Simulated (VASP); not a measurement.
Input:

```xyz
3
Lattice="0.0000 3.2022 3.2022 3.2022 0.0000 3.2022 3.2022 3.2022 0.0000" Properties=species:S:1:pos:R:3 pbc="T T T"
Mg     1.6011     1.6011     1.6011
Mg     4.8033     4.8033     4.8033
Si     0.0000     0.0000     0.0000
```

Method: revPBE GGA, VASP's PBE PAW potentials (set 64) (plane waves; VASP 6.6.1). Run with 520 eV cut-off, Gaussian smearing of 0.050 eV, potentials Mg Si.

Problem. Give the energies of bands 2 to 7 at the high-symmetry points, in eV from the valence-band maximum.

Solution. 
```json
[
 {"band": "2", "Γ": "0.00", "X": "-4.34", "U": "-3.92", "L": "-4.65", "W": "-3.52"},
 {"band": "3", "Γ": "0.00", "X": "-1.90", "U": "-3.36", "L": "-0.69", "W": "-3.52"},
 {"band": "4", "Γ": "0.00", "X": "-1.90", "U": "-1.59", "L": "-0.69", "W": "-2.59"},
 {"band": "5", "Γ": "1.81", "X": "0.26", "U": "0.73", "L": "1.24", "W": "2.67"},
 {"band": "6", "Γ": "2.56", "X": "0.44", "U": "2.96", "L": "2.56", "W": "3.53"},
 {"band": "7", "Γ": "2.56", "X": "7.83", "U": "5.79", "L": "2.56", "W": "3.53"}
]
```

The gap is indirect, 0.26 eV, from the valence maximum at Γ to the conduction minimum at X.

Measured: gap 0.77 eV (computed value off by -0.51 eV), as given by Byungki Ryu et al., Journal of the Korean Physical Society (2019), arXiv:1905.06140.

The compound is Mg2Si in the antifluorite structure. It was relaxed first.
